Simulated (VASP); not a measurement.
Given:

```
SrO
1.0
    0.00000     2.47132     2.47132
    2.47132     0.00000     2.47132
    2.47132     2.47132     0.00000
Sr O
1 1
Direct
  0.00000   0.00000   0.00000
  0.50000   0.50000   0.50000
```

Level of theory: LDA (Ceperley-Alder, Perdew-Zunger), VASP's LDA PAW potentials (set 64) (plane waves; VASP). Numerical set-up: 620 eV cut-off, 9×9×9 Γ-centred mesh, Gaussian smearing of 0.050 eV, potentials Sr_sv O.

Task: Estimate the energy per atom (σ→0), pressure.

Result: 
energy per atom (σ→0): -642.3 kJ/mol-atom
pressure: 10.01 GPa

The compound is SrO in the rock salt structure. It was relaxed first under an external pressure of 10 GPa.
